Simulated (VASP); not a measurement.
Energy against volume of Si (diamond). Computed with HSE06 screened hybrid, VASP's PBE PAW potentials (set 64) (plane waves; VASP 6.6.1). Settings: 520 eV cut-off, 6×6×6 Γ-centred mesh, Gaussian smearing of 0.050 eV, potentials Si.

```
V (Å³/atom)  E (eV/atom)
-----------  -----------
19.216          -6.27194
19.829          -6.28299
20.442          -6.28158
21.055          -6.26973
```

### Question
Fit these four points and predict the energy of the run at 18.602 Å³/atom.

### Answer
A cubic in V^(−2/3), the third-order Birch-Murnaghan form, passes through the four points with V0 = 20.06 Å³/atom and B0 = 100 GPa, and gives -6.2460 eV/atom there. The run gave -6.2464 eV/atom, -0.5 meV/atom from the fit; all five points give B0 = 99 GPa.

The compound is Si in the diamond structure. It was relaxed first. The cell's shape comes from a PBE relaxation.
